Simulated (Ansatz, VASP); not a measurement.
# Cross-check of Hf2Cu2O5 between VASP and Ansatz

Wanted: the spread between two codes on one cell, functional and k mesh. The cell is invented: As first built, before any earlier steps moved the atoms (in the runner's words): Cu for Na in the Na2Hf2O5 structure of space group P4/mmm. It may not be a known or stable phase. The two relaxations start from unlike cells of this crystal (the structure described is Ansatz's start), so only their ends are compared.

Calculated with Ansatz 0.2.0; plane waves, with VASP 6.6.1 beside it; relaxation of cell and atoms at r2SCAN.

### 1. Set-up

Symmetry: P4/mmm, No. 123, tetragonal system. Conventional cell: a = 3.774 Å, b = 3.774 Å, c = 7.595 Å, α = 90.00°, β = 90.00°, γ = 90.00°. Nearest to Cu lie 8 O at 2.42 Å. Nearest to Cu lie 4 O at 2.67 Å. Nearest to Hf lie 5 O at 1.89 to 1.93 Å. O has 2 Hf at 1.93 Å and 2 Cu at 2.42 Å nearest. Nearest to O lie 2 Hf at 1.89 Å. It derives from Na2Hf2O5. As first built, before any earlier steps moved the atoms (in the runner's words): Cu for Na in the Na2Hf2O5 structure of space group P4/mmm. Farther neighbours and most contacts between anions are not listed.

Coordinates:

```xyz
9
Lattice="3.7744 0.0000 0.0000 0.0000 3.7744 0.0000 0.0000 0.0000 7.5953" Properties=species:S:1:pos:R:3 pbc="T T T"
Cu    0.0000    0.0000    0.0000
Cu    0.0000    0.0000    3.7976
Hf    1.8872    1.8872    1.9112
Hf    1.8872    1.8872    5.6840
O     1.8872    0.0000    1.5151
O     1.8872    0.0000    6.0801
O     1.8872    1.8872    3.7976
O     0.0000    1.8872    1.5151
O     0.0000    1.8872    6.0801
```

### 2. VASP: relaxation of cell and atoms, r2SCAN

The relaxed volume is the usual yardstick between codes: in a stiff, nearly cubic crystal its relative difference is about their pressure difference at one cell divided by the bulk modulus.

Lines of VASP's logs that name or quote its potential files are left out, and so is its time.

Contents of INCAR:

```
SYSTEM = Hf2Cu2O5
PREC = Accurate
ENCUT = 660
EDIFF = 1E-07
NELM = 120
ISMEAR = 0
SIGMA = 0.03
LREAL = .FALSE.
ALGO = Normal
METAGGA = R2SCAN
LASPH = .TRUE.
NBANDS = 45
LORBIT = 11
LWAVE = .FALSE.
LCHARG = .FALSE.
ISIF = 3
IBRION = 2
NSW = 80
EDIFFG = -0.005
GGA_COMPAT = .FALSE.
NELMIN = 4
LMIXTAU = .TRUE.
KPAR = 2
```

Contents of POSCAR:

```
Hf2Cu2O5
1.0
    3.8529686328      0.0000000000      0.0000000000
    0.0000000000      3.8529686328      0.0000000000
    0.0000000000      0.0000000000      7.9368423255
Cu Hf O
2 2 5
Direct
    0.0000000000      0.0000000000      0.0000000000
    0.0000000000      0.0000000000      0.5000000000
    0.4999998675      0.4999998675      0.2490052901
    0.4999998675      0.4999998675      0.7509947099
    0.4999998675      0.0000000000      0.1793499458
    0.4999998675      0.0000000000      0.8206500542
    0.4999998675      0.4999998675      0.5000000000
    0.0000000000      0.4999998675      0.1793499458
    0.0000000000      0.4999998675      0.8206500542
```

Contents of KPOINTS:

```
Automatic mesh
0
Gamma
6 6 4
0 0 0
```

Potentials, in the order of the species: Cu, Hf_pv and O (PBE family, release 64).

The run is started by

```
mpirun -np 2 vasp_std
```

Numbers of over 12 decimals in the logs are rounded to 6 here.

Log:

```text
[banner, memory and clock lines left out]
running    2 mpi-ranks, on    1 nodes
 distrk:  each k-point on    1 cores,    2 groups
 distr:  one band on    1 cores,    1 groups

 POSCAR found type information on POSCAR CuHfO
 POSCAR found :  3 types and       9 ions
|                                                                             |
|               ----> ADVICE to this user running VASP <----                  |
|                                                                             |
|     You enforced a specific xc type in the INCAR file but a different       |
|     [... a line on the potential file left out ...]
|     I HOPE YOU KNOW WHAT YOU ARE DOING!                                     |
|                                                                             |

 LDA part: xc-table for (None), standard interpolation
 POSCAR, INCAR and KPOINTS ok, starting setup
 FFT: planning ... GRIDC
 FFT: planning ... GRID_SOFT
 FFT: planning ... GRID
 WAVECAR not read
 entering main loop
       N       E                     dE             d eps       ncg     rms          rms(c)
DAV:   1     0.869339978476E+03    0.86934E+03   -0.41160E+04  2732   0.239E+03
DAV:   2    -0.211989195377E+02   -0.89054E+03   -0.84125E+03  2896   0.592E+02
DAV:   3    -0.184115711423E+03   -0.16292E+03   -0.15733E+03  3770   0.238E+02
DAV:   4    -0.195085900226E+03   -0.10970E+02   -0.10803E+02  4288   0.627E+01
DAV:   5    -0.195242991173E+03   -0.15709E+00   -0.15589E+00  3880   0.807E+00    0.993E+01
DAV:   6    -0.174216798679E+03    0.21026E+02   -0.10440E+02  3729   0.990E+01    0.715E+01
DAV:   7    -0.167733220590E+03    0.64836E+01   -0.59457E+01  3441   0.222E+02    0.497E+01
DAV:   8    -0.174169375335E+03   -0.64362E+01   -0.25335E+02  4003   0.115E+02    0.346E+01
DAV:   9    -0.167490585516E+03    0.66788E+01   -0.15261E+02  3721   0.787E+01    0.150E+01
DAV:  10    -0.163794720510E+03    0.36959E+01   -0.89291E+00  3588   0.507E+01    0.975E+00
DAV:  11    -0.162944711253E+03    0.85001E+00   -0.28839E+00  3942   0.430E+01    0.674E+00
DAV:  12    -0.162115404215E+03    0.82931E+00   -0.10593E+00  4331   0.227E+01    0.513E+00
DAV:  13    -0.161678334674E+03    0.43707E+00   -0.92163E-01  4099   0.221E+01    0.319E+00
DAV:  14    -0.161652640544E+03    0.25694E-01   -0.41435E-01  3958   0.880E+00    0.316E+00
[...]
DAV:  34    -0.161677275339E+03   -0.41972E-05   -0.98239E-06  4032   0.194E-02    0.508E-02
DAV:  35    -0.161677265463E+03    0.98753E-05   -0.81421E-06  3824   0.304E-02    0.347E-02
DAV:  36    -0.161677260281E+03    0.51825E-05   -0.14909E-05  3952   0.387E-02    0.201E-02
DAV:  37    -0.161677259875E+03    0.40569E-06   -0.45003E-06  3440   0.191E-02    0.193E-02
DAV:  38    -0.161677259763E+03    0.11206E-06   -0.89188E-07  3320   0.113E-02    0.127E-02
DAV:  39    -0.161677259209E+03    0.55394E-06   -0.56840E-07  2913   0.737E-03    0.818E-03
DAV:  40    -0.161677258968E+03    0.24124E-06   -0.29788E-07  2151   0.560E-03    0.402E-03
DAV:  41    -0.161677258901E+03    0.66497E-07   -0.14237E-07  2223   0.350E-03
   1 F= -.16167726E+03 E0= -.16167511E+03  d E =-.161677E+03
[...]
2 F= -.16167727E+03 E0= -.16167512E+03  d E =-.747262E-05
[...]
3 F= -.16167728E+03 E0= -.16167514E+03  d E =-.182409E-04
[...]
4 F= -.16167727E+03 E0= -.16167513E+03  d E =0.856108E-05
[...]
5 F= -.16167727E+03 E0= -.16167513E+03  d E =0.464001E-05
[...]
6 F= -.16167727E+03 E0= -.16167513E+03  d E =0.696982E-05
 curvature:  -1.94 expect dE=-0.278E-04 dE for cont linesearch -0.697E-07
 trial: gam=-0.11684 g(F)=  0.700E-05 g(S)=  0.734E-05 ort =-0.205E-05 (trialstep = 0.437E+00)
 search vector abs. value=  0.164E-04
 bond charge predicted
       N       E                     dE             d eps       ncg     rms          rms(c)
DAV:   1    -0.161677276031E+03   -0.59365E-05   -0.46364E-04  2884   0.140E-01    0.535E-02
DAV:   2    -0.161677279566E+03   -0.35349E-05   -0.49722E-05  3971   0.705E-02    0.338E-02
DAV:   3    -0.161677302599E+03   -0.23033E-04   -0.18140E-04  3595   0.139E-01    0.624E-02
DAV:   4    -0.161677268705E+03    0.33894E-04   -0.76623E-05  3622   0.966E-02    0.913E-03
DAV:   5    -0.161677273006E+03   -0.43006E-05   -0.33389E-06  3875   0.130E-02    0.417E-03
DAV:   6    -0.161677273878E+03   -0.87264E-06   -0.27225E-07  2304   0.520E-03    0.196E-03
DAV:   7    -0.161677273774E+03    0.10478E-06   -0.10927E-07  1506   0.298E-03    0.504E-04
DAV:   8    -0.161677273606E+03    0.16808E-06   -0.35162E-08  1455   0.191E-03    0.363E-04
DAV:   9    -0.161677273572E+03    0.33291E-07   -0.11568E-08  1455   0.117E-03
   7 F= -.16167727E+03 E0= -.16167513E+03  d E =-.339980E-05
 trial-energy change:   -0.000003  1 .order   -0.000004   -0.000006   -0.000001
 step:   0.5169(harm=  0.5169)  dis= 0.00019  next Energy=  -161.677274 (dE=-0.377E-05)
 reached required accuracy - stopping structural energy minimisation
```

Parts of OUTCAR (step 2):

```text
ion  position               nearest neighbor table
   1  0.000  0.000  0.000-
   2  0.000  0.000  0.500-
   3  0.500  0.500  0.249-   7 1.99   5 2.00   8 2.00   5 2.00   8 2.00
   4  0.500  0.500  0.751-   7 1.99   6 2.00   9 2.00   6 2.00   9 2.00
   5  0.500  0.000  0.179-   3 2.00   3 2.00
   6  0.500  0.000  0.821-   4 2.00   4 2.00
   7  0.500  0.500  0.500-   3 1.99   4 1.99
   8  0.000  0.500  0.179-   3 2.00   3 2.00
   9  0.000  0.500  0.821-   4 2.00   4 2.00

  LATTYP: Found a simple tetragonal cell.
 ALAT       =     3.8529686328
 C/A-ratio  =     2.0599291305

 Subroutine GETGRP returns: Found 16 space group operations
 (whereof 16 operations were pure point group operations)

The static configuration has the point symmetry D_4h.

 Found     30 irreducible k-points:

   k-points           NKPTS =     30   k-points in BZ     NKDIM =     30   number of bands    NBANDS=     45

   dimension x,y,z NGX =    32 NGY =   32 NGZ =   70
   dimension x,y,z NGXF=    64 NGYF=   64 NGZF=  140

   ENCUT  =  660.0 eV  48.51 Ry    6.96 a.u.   8.07  8.07 16.63*2*pi/ulx,y,z

   NELECT =      72.0000    total number of electrons

 k-points in reciprocal lattice and weights: Automatic mesh
   0.00000000  0.00000000  0.00000000       0.007
   0.16666667  0.00000000  0.00000000       0.028
   0.33333333  0.00000000  0.00000000       0.028
   0.50000000  0.00000000  0.00000000       0.014
   0.16666667  0.16666667  0.00000000       0.028
   0.33333333  0.16666667  0.00000000       0.056
   0.50000000  0.16666667  0.00000000       0.028
   0.33333333  0.33333333  0.00000000       0.028
   0.50000000  0.33333333  0.00000000       0.028
[...]
0.50000000  0.33333333  0.50000000       0.028
   0.50000000  0.50000000  0.50000000       0.007

 average (electrostatic) potential at core
       1 -71.0504       2 -71.8539       3 -43.9042       4 -43.9042       5 -74.7606
       6 -74.7606       7 -76.1623       8 -74.7606       9 -74.7606

 E-fermi :   3.8673

 k-point     1 :       0.0000    0.0000    0.0000
  band No.  band energies     occupation
    ...
     33       2.9158      2.00000
     34       3.0451      2.00000
     35       3.6338      2.00000
     36       3.8798      0.55429
     37       3.8798      0.55429
     38       7.3800      0.00000
     39       7.3932      0.00000
     40       7.7877      0.00000
     41       8.1102      0.00000
     42       8.8712      0.00000
    ...

 k-point     2 :       0.1667    0.0000    0.0000
  band No.  band energies     occupation
    ...
     33       2.9840      2.00000
     34       3.3795      2.00000
     35       3.6428      2.00000
     36       3.7000      2.00000
     37       3.8058      1.99624
     38       7.7386      0.00000
     39       7.7570      0.00000
     40       7.7911      0.00000
     41       7.9177      0.00000
     42       8.7691      0.00000
    ...

 k-point     3 :       0.3333    0.0000    0.0000
  band No.  band energies     occupation
    ...
     32       3.0184      2.00000
     33       3.0643      2.00000
     34       3.4978      2.00000
     35       3.5520      2.00000
     36       3.7138      2.00000
     37       4.6443      0.00000
     38       7.1309      0.00000
     39       7.1476      0.00000
     40       8.2114      0.00000
     41       8.4173      0.00000
    ...

  Total       -0.0077951     -0.0077951      0.0033163      0.0000000      0.0000000     -0.0000000
  in kB       -0.1059642     -0.1059642      0.0450812      0.0000000      0.0000000     -0.0000000
  external PRESSURE =      -0.0556158 kB  Pullay stress =       0.0000000 kB

  energy-cutoff  :      660.00
  volume of cell :      117.86
      direct lattice vectors                 reciprocal lattice vectors
     3.854567562  0.000000000 -0.000000000     0.259432474  0.000000000 -0.000000000
    -0.000000000  3.854567562  0.000000000    -0.000000000  0.259432474  0.000000000
     0.000000000 -0.000000000  7.932741780     0.000000000 -0.000000000  0.126059820

 POSITION                                       TOTAL-FORCE (eV/Angst)
 -----------------------------------------------------------------------------------
      0.00000     -0.00000      0.00000         0.000000     -0.000000      0.000000
      0.00000     -0.00000      3.96637         0.000000     -0.000000      0.000000
      1.92728      1.92728      1.97529         0.000000     -0.000000      0.000351
      1.92728      1.92728      5.95745        -0.000000      0.000000     -0.000351
      1.92728     -0.00000      1.42485        -0.000000      0.000000     -0.000245
      1.92728     -0.00000      6.50789         0.000000     -0.000000      0.000245
      1.92728      1.92728      3.96637         0.000000     -0.000000      0.000000
      0.00000      1.92728      1.42485        -0.000000      0.000000     -0.000245
      0.00000      1.92728      6.50789         0.000000     -0.000000      0.000245
 -----------------------------------------------------------------------------------
    total drift:                                0.002091      0.002091     -0.000000

  FREE ENERGIE OF THE ION-ELECTRON SYSTEM (eV)
  ---------------------------------------------------
  free  energy   TOTEN  =      -161.6772735723 eV

  energy  without entropy=     -161.6729783645  energy(sigma->0) =     -161.67512597

 reached required accuracy - stopping structural energy minimisation

 total charge
# of ion       s       p       d       tot
------------------------------------------
    1        0.180   0.161   9.335   9.676
    2        0.218   0.069   9.452   9.739
    3        0.358   6.717   1.627   8.701
    4        0.358   6.717   1.627   8.701
    5        1.572   3.521   0.000   5.093
    6        1.572   3.521   0.000   5.093
    7        1.575   3.488   0.000   5.063
    8        1.572   3.521   0.000   5.093
    9        1.572   3.521   0.000   5.093
--------------------------------------------------
tot          8.976  31.236  22.040  62.253

[... 3 further parts left out ...]
```

Oxides and halides of Cu are often magnetic insulators, and a metal at this level, without U or exact exchange, may be an artefact.

(Continued in part 2 of 2.)

[Lines on the potential files, build, host, timing and source positions are cut from VASP's logs without a mark.]

[Logs are printed without paths, hosts, clocks, repeated set-up lines and the standing remarks that a program may print on its own settings, such as how far it seeks lower states.]

[Hosts, paths, dates, database ids (printed as entryN), source tags and the programs' standing remarks are cut or masked in the printed files.]
